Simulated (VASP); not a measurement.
# SnGeTe3 (R-3m) in VASP: relaxation of cell and atoms with PBE

Aim: the relaxation of cell and atoms of SnGeTe3 with PBE.

Everything below comes from runs of VASP 6.6.1. Logs are shortened: lines on timing, memory, paths and dates and some standing lists are left out, and cuts for length are marked.

## Step 1: Starting point

Symmetry: R-3m, No. 166, trigonal system. The conventional cell has a = 7.212 Å, b = 7.212 Å, c = 8.925 Å, α = 90.00°, β = 90.00°, γ = 120.00°. Around Sn (site symmetry -3m) lie 12 Te at 3.61 to 3.63 Å. Ge (site symmetry -3m) is surrounded by 6 Te at 2.56 Å. Around Te (site symmetry 2/m) lie 2 Ge at 2.56 Å.

The cell was built by a generator and needn't be a form met in nature.

## Step 2: Relaxation of cell and atoms, PBE

Input file INCAR:

```
SYSTEM = SnGeTe3
PREC     = Normal         ! precision mode
ENCUT    = 520            ! plane-wave cutoff, eV
EDIFF    = 1E-4           ! SCF threshold, eV
ISMEAR   = 0              ! smearing method
SIGMA    = 0.15           ! smearing width, eV
LREAL    = .False.        ! projectors in reciprocal space
LASPH    = .True.         ! aspherical terms in the spheres
NELM     = 60             ! most SCF steps
ALGO     = Fast           ! electronic algorithm
ISIF     = 3              ! what is computed and relaxed
LWAVE    = .False.        ! write WAVECAR
LCHARG   = .False.        ! write CHGCAR
GGA      = PE             ! functional
IBRION   = 2              ! ionic algorithm
NSW      = 24             ! ionic steps
EDIFFG   = -0.08          ! ionic threshold
```

Input file KPOINTS:

```
regular mesh
0
Gamma
  3 3 3
  0 0 0
```

Input file POSCAR:

```
SnGeTe3
1.0
    3.6059096800      2.0818729200      2.9751006300
   -3.6059096800      2.0818729200      2.9751006300
    0.0000000000     -4.1637458500      2.9751006300
Sn Ge Te
1 1 3
Direct
    0.0000000000      0.0000000000      0.0000000000
    0.5000000000      0.5000000000      0.5000000000
    0.0000000000      0.5000000000      0.5000000000
    0.5000000000      0.0000000000      0.5000000000
    0.5000000000      0.5000000000      0.0000000000
```

Potentials or basis: VASP PAW PBE potentials, release 64 (Sn_d, Ge_d, Te).

The run is started by

```bash
$ cat potpaw_PBE.64/Sn_d/POTCAR potpaw_PBE.64/Ge_d/POTCAR potpaw_PBE.64/Te/POTCAR > POTCAR
$ mpirun -np 1 vasp_std > vasp.out
```

OUTCAR:

```text
SYSTEM = SnGeTe3
   PREC = Normal
   ENCUT = 520
   EDIFF = 1E-4
   ISMEAR = 0
   LREAL = .False.
   LASPH = .True.
   NELM = 60
   ISIF = 3
   GGA = PE
   IBRION = 2
   NSW = 24
   EDIFFG = -0.08

 ion  position               nearest neighbor table
   1  0.000  0.000  0.000-   3 3.61   4 3.61   3 3.61   4 3.61   5 3.61   5 3.61   5 3.63   5 3.63
                             4 3.63   3 3.63   4 3.63   3 3.63
   2  0.500  0.500  0.500-   3 2.56   4 2.56   4 2.56   3 2.56   5 2.56   5 2.56
   3  0.000  0.500  0.500-   2 2.56   2 2.56   5 3.61   1 3.61   1 3.61   5 3.61   4 3.61   4 3.61
                             4 3.63   4 3.63   5 3.63   1 3.63   5 3.63   1 3.63
   4  0.500  0.000  0.500-   2 2.56   2 2.56   5 3.61   1 3.61   5 3.61   1 3.61   3 3.61   3 3.61
                             3 3.63   3 3.63   5 3.63   1 3.63   1 3.63   5 3.63
   5  0.500  0.500  0.000-   2 2.56   2 2.56   3 3.61   4 3.61   4 3.61   3 3.61   1 3.61   1 3.61
                             1 3.63   1 3.63   4 3.63   3 3.63   3 3.63   4 3.63

  LATTYP: Found a trigonal (rhomboedric) cell.
 ALAT       =     5.1174215416
 COS(alpha) =     0.0069815935

  Lattice vectors:

 A1 = (   3.6059096800,   2.0818729200,   2.9751006300)
 A2 = (  -3.6059096800,   2.0818729200,   2.9751006300)
 A3 = (   0.0000000000,  -4.1637458500,   2.9751006300)

Analysis of symmetry for initial positions (statically):
=====================================================================
 Subroutine PRICEL returns:
 Original cell was already a primitive cell.

 Routine SETGRP: Setting up the symmetry group for a
 trigonal (rhombohedral) supercell.

 Subroutine GETGRP returns: Found 12 space group operations
 (whereof 12 operations were pure point group operations)
 out of a pool of 12 trial point group operations.

The static configuration has the point symmetry D_3d.

Analysis of symmetry for dynamics (positions and initial velocities):
=====================================================================
 Subroutine PRICEL returns:
 Original cell was already a primitive cell.

 Routine SETGRP: Setting up the symmetry group for a
 trigonal (rhombohedral) supercell.

 Subroutine GETGRP returns: Found 12 space group operations
 (whereof 12 operations were pure point group operations)
 out of a pool of 12 trial point group operations.

The dynamic configuration has the point symmetry D_3d.

 Subroutine INISYM returns: Found 12 space group operations
 (whereof 12 operations are pure point group operations),
 and found     1 'primitive' translations

----------------------------------------------------------------------------------------

                                     Primitive cell

  volume of cell :     134.0053
[... 68 lines left out ...]
   ISTART =      0    job   : 0-new  1-cont  2-samecut
   ICHARG =      2    charge: 1-file 2-atom 10-const
   ISPIN  =      1    spin polarized calculation?
   LNONCOLLINEAR =      F non collinear calculations
   LSORBIT =      F    spin-orbit coupling
   LASPH  =      T    aspherical Exc in radial PAW
   ENCUT  =  520.0 eV  38.22 Ry    6.18 a.u.   9.52  9.52  9.52*2*pi/ulx,y,z
   NELM   =     60;   NELMIN=  2; NELMDL= -5     # of ELM steps
   EDIFF  = 0.1E-03   stopping-criterion for ELM
   LREAL  =      F    real-space projection
   EDIFFG = -.8E-01   stopping-criterion for IOM
   NSW    =     24    number of steps for IOM
   IBRION =      2    ionic relax: 0-MD 1-quasi-New 2-CG
   NFREE  =      1    steps in history (QN), initial steepest desc. (CG)
   ISIF   =      3    stress and relaxation
   ISYM   =      2    0-nonsym 1-usesym 2-fastsym
   POTIM  = 0.5000    time-step for ionic-motion
   TEBEG  =    0.0;   TEEND  =   0.0 temperature during run
   PSTRESS=    0.0 pullay stress
   NELECT =      46.0000    total number of electrons
   NUPDOWN=      -1.0000    fix difference up-down
   EMIN   =  10.00;   EMAX   =-10.00  energy-range for DOS
   EFERMI =   0.00;   METHOD = LEGACY
   ISMEAR =     0;   SIGMA  =   0.15  broadening in eV -4-tet -1-fermi 0-gaus
   EFERMI_NEDOS =   21; number of points for ismear=-14 and -15
   IALGO  =     68    algorithm
   IMIX   =      4    mixing-type and parameters
     AMIX     =   0.40;   BMIX     =  1.00
     AMIX_MAG =   1.60;   BMIX_MAG =  1.00
  volume/ion in A,a.u.               =      26.80       180.86
  Fermi-wavevector in a.u.,A,eV,Ry     =   1.146270  2.166136 17.877158  1.313934
  Thomas-Fermi vector in A             =   2.282955
   LORBIT       =      0    0 simple, 1 ext, 2 COOP (PROOUT), +10 PAW based schemes
   GGA     = PE    functional components
   LHFCALC =     F    Hartree Fock is set to
   AEXX    =    0.0000 exact exchange contribution
   IVDW    =     0    specifies the selected vdW correction
   LEPSILON=     F    determine dielectric tensor
   LRPA    =     F    only Hartree local field effects (RPA)
 conjugate gradient relaxation of ions
 non-spin polarized calculation
 RMM-DIIS sequential band-by-band and
 Gauss-broadening in eV      SIGMA  =   0.15
  energy-cutoff  :      520.00
  volume of cell :      134.01
 maximum number of plane-waves:      3683
   NGX = 19   NGY = 19   NGZ = 19

--------------------------------------- Ionic step        1  -------------------------------------------

 number of electron      45.9999921 magnetization

 Free energy of the ion-electron system (eV)
  ---------------------------------------------------
  ext. energy  EPLUGINS =         0.00000000
  ---------------------------------------------------
  free energy    TOTEN  =       -15.62377654 eV

  energy without entropy =      -15.54176376  energy(sigma->0) =      -15.58277015

 E-fermi :   7.5173     XC(G=0): -10.0633

 val. band max:        7.4789887014   @ k =   0.3333   0.3333  -0.0000
 cond. band min:       7.5302940712   @ k =  -0.3333   0.3333   0.3333
 fundamental gap:      0.0513053698
 Fermi energy:         7.5173386197
[... 475 lines left out ...]
  FREE ENERGIE OF THE ION-ELECTRON SYSTEM (eV)
  ---------------------------------------------------
  free  energy   TOTEN  =       -16.3917438117 eV

  energy  without entropy=      -16.2873135916  energy(sigma->0) =      -16.33952870

[... ionic steps 4 to 20 ...]

--------------------------------------- Ionic step       21  -------------------------------------------

 number of electron      46.0000103 magnetization

------------------------ aborting loop because EDIFF is reached ----------------------------------------
[... 73 lines left out ...]
--------------------------------------- Ionic step       23  -------------------------------------------

 number of electron      46.0000149 magnetization

 Free energy of the ion-electron system (eV)
  ---------------------------------------------------
  ext. energy  EPLUGINS =         0.00000000
  ---------------------------------------------------
  free energy    TOTEN  =       -17.12000495 eV

  energy without entropy =      -17.08985756  energy(sigma->0) =      -17.10493125

 E-fermi :   5.1365     XC(G=0):  -8.9627

 val. band max:        5.0658999066   @ k =  -0.3333   0.3333   0.0000
 cond. band min:       5.2070102343   @ k =   0.3333  -0.0000  -0.0000
 fundamental gap:      0.1411103278
 Fermi energy:         5.1364551368
[... 210 lines left out ...]
  FREE ENERGIE OF THE ION-ELECTRON SYSTEM (eV)
  ---------------------------------------------------
  free  energy   TOTEN  =       -17.1200049519 eV

  energy  without entropy=      -17.0898575560  energy(sigma->0) =      -17.10493125

 reached required accuracy - stopping structural energy minimisation
```

Run time: 2.5 min. Hardware: 1 thread of Intel Xeon 6975P-C (Granite Rapids), shared host; peak memory 0.18 GiB.

Results:

* Free energy: -17.1200 eV
* Relaxed volume: 33.40 Å³/atom
* Relaxed cell: a = 5.731 Å, b = 5.731 Å, c = 5.731 Å, α = 72.69°, β = 72.69°, γ = 72.69°
* Space group after relaxing (to 0.05 Å): R-3m (No. 166)
* Energy gained by relaxing: 299.2 meV/atom
* Ionic steps: 23
* Pressure after relaxing: 0.0 GPa
* Band gap on the k mesh: none (metal or under the smearing width)

Step by step:
```tsv
step	energy change (eV)	largest force (eV/Å)	pressure (GPa)	volume (Å³)
1	0.0000	0.0000	11.27	134.01
2	-0.6698	0.0000	-1.93	174.01
3	-0.7680	0.0000	0.21	160.47
4	-0.7685	0.0000	-0.21	161.75
5	-0.7686	0.0000	0.33	161.14
6	-0.7728	0.0000	0.09	161.20
7	-0.7925	0.0000	-0.06	161.33
8	-0.8445	0.0000	-0.13	161.47
9	-0.9469	0.0000	0.14	161.25
10	-1.3352	0.0000	1.42	158.89
11	-0.0602	0.0000	10.51	147.57
12	-1.3987	0.0000	2.12	157.66
13	-1.3810	0.0000	3.53	155.50
14	-1.4047	0.0000	3.11	156.27
15	-1.4076	0.0000	2.84	156.43
16	-1.4147	0.0000	2.73	156.89
17	-1.4238	0.0000	2.68	157.81
18	-1.4201	0.0000	2.33	159.60
19	-1.4259	0.0000	2.56	158.50
20	-1.4331	0.0000	2.15	158.88
21	-1.4523	0.0000	2.01	160.03
22	-1.4800	0.0000	1.23	162.33
23	-1.4962	0.0000	-0.04	166.99
```

Final structure:
```
CELL_PARAMETERS angstrom
3.39631 1.96086 4.17911
-3.39631 1.96086 4.17911
0.00000 -3.92173 4.17911
ATOMIC_POSITIONS crystal
Sn 0.00000 0.00000 0.00000
Ge 0.50000 0.50000 0.50000
Te 0.00000 0.50000 0.50000
Te 0.50000 0.00000 0.50000
Te 0.50000 0.50000 0.00000
```

Caveat: the k mesh is coarse (spacing up to 0.41 Å⁻¹), so the values aren't converged; the volume moved by over 15 % at a fixed basis, so the end points are rough; the relaxation stopped at a loose force limit of 0.08 eV/Å, so its end isn't a converged minimum. The run has no spin-orbit coupling, so splittings on Te are missing.
